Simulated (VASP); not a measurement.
All values below come from LDA (Ceperley-Alder, Perdew-Zunger), VASP's LDA PAW potentials (set 64) (plane waves; VASP).

A VASP calculation is set up with these files.

**KPOINTS**
```
Automatic mesh
0
Gamma
7 7 7
0 0 0
```

**INCAR**
```
SYSTEM = CdTe
PREC = Accurate
ENCUT = 500
EDIFF = 1E-6
NELM = 100
ALGO = Normal
LREAL = .FALSE.
LASPH = .TRUE.
ISMEAR = 0
SIGMA = 0.05
LMAXMIX = 4
LWAVE = .FALSE.
LCHARG = .FALSE.
IBRION = 2
ISIF = 3
NSW = 40
EDIFFG = -0.02
PSTRESS = 50
```

POSCAR:
```
CdTe
1
   -0.0000000000     3.1186241545     3.1186241545
    3.1186241545    -0.0000000000     3.1186241545
    3.1186241545     3.1186241545     0.0000000000
Cd Te
1 1
Direct
  0.0000000000   0.0000000000   0.0000000000
  0.2500000000   0.2500000000   0.2500000000
```

POTCAR, in this order: Cd Te (LDA.64 set). Program: vasp_std.

The resulting files:

OUTCAR:
```
 ion  position               nearest neighbor table
   1  0.000  0.000  0.000-   2 2.70   2 2.70   2 2.70   2 2.70
   2  0.250  0.250  0.250-   1 2.70   1 2.70   1 2.70   1 2.70
  LATTYP: Found a face centered cubic cell.
 ALAT       =     6.2372483090
 Subroutine PRICEL returns:
 Original cell was already a primitive cell.
 Subroutine GETGRP returns: Found 24 space group operations
The static configuration has the point symmetry T_d .
The dynamic configuration has the point symmetry T_d .
 Subroutine INISYM returns: Found 24 space group operations
 Subroutine IBZKPT returns following result:
 Found     20 irreducible k-points:

 Following reciprocal coordinates:
            Coordinates               Weight
  0.000000  0.000000  0.000000      1.000000
  0.142857  0.000000  0.000000      8.000000
  0.285714  0.000000  0.000000      8.000000
  0.428571  0.000000  0.000000      8.000000
  0.142857  0.142857  0.000000      6.000000
  0.285714  0.142857  0.000000     24.000000
  0.428571  0.142857  0.000000     24.000000
 -0.428571  0.142857  0.000000     24.000000
 -0.285714  0.142857  0.000000     24.000000
...
```

**OSZICAR**
```
       N       E                     dE             d eps       ncg     rms          rms(c)
DAV:   1     0.101501931683E+03    0.10150E+03   -0.83501E+03   528   0.118E+03
DAV:   2    -0.217956375065E+01   -0.10368E+03   -0.99989E+02   580   0.284E+02
DAV:   3    -0.618020935629E+01   -0.40006E+01   -0.39898E+01   630   0.569E+01
DAV:   4    -0.621960589642E+01   -0.39397E-01   -0.39393E-01   722   0.505E+00
DAV:   5    -0.621971878998E+01   -0.11289E-03   -0.11289E-03   610   0.248E-01    0.751E+00
DAV:   6    -0.599667254490E+01    0.22305E+00   -0.47095E-01   575   0.104E+01    0.580E+00
DAV:   7    -0.597270031876E+01    0.23972E-01   -0.12401E-01   595   0.279E+00    0.193E+00
DAV:   8    -0.597083131383E+01    0.18690E-02   -0.12793E-02   550   0.168E+00    0.564E-01
DAV:   9    -0.597056613677E+01    0.26518E-03   -0.91690E-04   590   0.380E-01    0.172E-01
DAV:  10    -0.597055065347E+01    0.15483E-04   -0.10850E-04   570   0.984E-02    0.642E-02
DAV:  11    -0.597055280654E+01   -0.21531E-05   -0.26140E-05   618   0.625E-02    0.243E-02
DAV:  12    -0.597055208931E+01    0.71723E-06   -0.19381E-06   457   0.184E-02
   1 F= -.40774304E+01 E0= -.40774304E+01  d E =-.407743E+01
```

### OUTCAR
```
------------------------ aborting loop because EDIFF is reached ----------------------------------------
  FORCE on cell =-STRESS in cart. coord.  units (eV):
  Direction    XX          YY          ZZ          XY          YZ          ZX
  --------------------------------------------------------------------------------------
  Total        1.8745919      1.8745919      1.8745919      0.0000000      0.0000000     -0.0000000
  in kB       49.5106029     49.5106029     49.5106029      0.0000000      0.0000000     -0.0000000
  external PRESSURE =      -0.4893971 kB  Pullay stress =      50.0000000 kB
  volume of cell :       60.66
      direct lattice vectors                 reciprocal lattice vectors
     0.000000000  3.118624154  3.118624154    -0.160327111  0.160327111  0.160327111
     3.118624154  0.000000000  3.118624154     0.160327111 -0.160327111  0.160327111
     3.118624154  3.118624154  0.000000000     0.160327111  0.160327111 -0.160327111
  FREE ENERGIE OF THE ION-ELECTRON SYSTEM (eV)
  ---------------------------------------------------
  free  energy   TOTEN  =        -5.9705520893 eV

  energy  without entropy=       -5.9705520893  energy(sigma->0) =       -5.97055209
  enthalpy is  TOTEN    =        -4.0774303945 eV   P V=        1.8931216948

 reached required accuracy - stopping structural energy minimisation
```
(Selected blocks of OUTCAR.)

### OUTCAR
```
 val. band max:        3.3013795140   @ k =   0.0000   0.0000   0.0000

 cond. band min:       4.2119675492   @ k =   0.0000   0.0000   0.0000


 Fermi energy:         3.5294504870

 k-point     1 :       0.0000    0.0000    0.0000
  band No.  band energies     occupation
      1      -8.6711      2.00000
      2      -5.4708      2.00000
      3      -5.4708      2.00000
      4      -5.4708      2.00000
      5      -5.1112      2.00000
      6      -5.1112      2.00000
      7       3.3014      2.00000
      8       3.3014      2.00000
      9       3.3014      2.00000
     10       4.2120      0.00000
     11       7.7001      0.00000
     12       7.7001      0.00000
     13       7.7001      0.00000

 k-point     2 :       0.1429    0.0000    0.0000
  band No.  band energies     occupation
      1      -8.5733      2.00000
      2      -5.4512      2.00000
      3      -5.4512      2.00000
      4      -5.4062      2.00000
      5      -5.1132      2.00000
      6      -5.1132      2.00000
      7       1.6769      2.00000
      8       3.0745      2.00000
      9       3.0745      2.00000
     10       5.1847      0.00000
     11       7.8190      0.00000
     12       8.0135      0.00000
     13       8.0135      0.00000

 k-point     3 :       0.2857    0.0000    0.0000
  band No.  band energies     occupation
      1      -8.3510      2.00000
      2      -5.4118      2.00000
      3      -5.4118      2.00000
      4      -5.1627      2.00000
      5      -5.1115      2.00000
      6      -5.1115      2.00000
      7      -0.2778      2.00000
      8       2.6504      2.00000
      9       2.6504      2.00000
     10       5.2658      0.00000
     11       8.3760      0.00000
     12       8.3760      0.00000
     13       9.1600      0.00000

 k-point     4 :       0.4286    0.0000    0.0000
  band No.  band energies     occupation
      1      -8.1745      2.00000
      2      -5.3870      2.00000
      3      -5.3870      2.00000
...
```

Unless said otherwise, spin-orbit coupling is left out, though it shifts the bands of the heavy elements here.

The compound is CdTe in the zinc blende structure. It was relaxed first under an external pressure of 5 GPa.
